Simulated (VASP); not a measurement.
Level of theory: PBE GGA, VASP's PBE PAW potentials (set 64) (plane waves; VASP).

VASP input:

**POSCAR**
```
NiAu
4.4142130
  0.3129830844   0.1807006141   1.0000000000
 -0.3129830844   0.1807006141   1.0000000000
  0.0000000000  -0.3614016813   1.0000000000
Ni Au
1 1
Cart
  0.0000000000   0.0000000000   0.0000000000
  0.0000000000  -0.0000002265   1.5000000000
```

File KPOINTS:
```
Automatic mesh
0
Gamma
8 8 8
0 0 0
```

INCAR:
```
SYSTEM  =  NiAu
PREC  =  Accurate; ENCUT  =  300; LREAL  =  F
LASPH  =  T
EDIFF  =  1E-6; NELM  =  100; ALGO  =  Normal
LMAXMIX  =  6
ISMEAR  =  0; SIGMA  =  0.2
GGA  =  PE
MAGMOM  =  2.0 0.0
ISPIN  =  2
ISIF  =  2
LWAVE  =  F; LCHARG  =  F; LORBIT  =  11
```

POTCAR, in this order: Ni Au (PBE.64 set). Program: vasp_std.

Unless said otherwise, spin-orbit coupling is left out, though it shifts the bands of the heavy elements here.

Problem. Predict the energy per atom (σ→0), cell moment, band gap (on the k-mesh).

Solution. 
```json
{
  "energy per atom (σ→0)": "-4182 meV/atom",
  "cell_moment": "0.37 μB",
  "band gap (on the k-mesh)": "none (metal, semimetal or under 0.01 eV)"
}
```

OSZICAR:
```
...
DAV:   9    -0.838717896339E+01    0.30719E-01   -0.98282E-02  5809   0.456E+00    0.140E+00
DAV:  10    -0.838623001601E+01    0.94895E-03   -0.32918E-03  4490   0.667E-01    0.336E-01
DAV:  11    -0.838734827115E+01   -0.11183E-02   -0.24279E-03  5208   0.616E-01    0.280E-01
DAV:  12    -0.838722662646E+01    0.12164E-03   -0.11833E-03  5266   0.479E-01    0.429E-02
DAV:  13    -0.838725171155E+01   -0.25085E-04   -0.61670E-05  5241   0.102E-01    0.375E-02
DAV:  14    -0.838725111358E+01    0.59797E-06   -0.11316E-05  4728   0.456E-02    0.928E-03
DAV:  15    -0.838725139671E+01   -0.28313E-06   -0.21093E-06  2398   0.215E-02
   1 F= -.83872514E+01 E0= -.83634314E+01  d E =-.476401E-01  mag=     0.3666
```

The structure was generated: NiAu was put into an ordered model structure, which need not be its known phase. The cell was not relaxed at this level, and its volume differs by -5.9 % from the start's. The k-mesh is coarse (spacing up to 0.33 per Å, 2π included), so the numbers may not be converged in it.
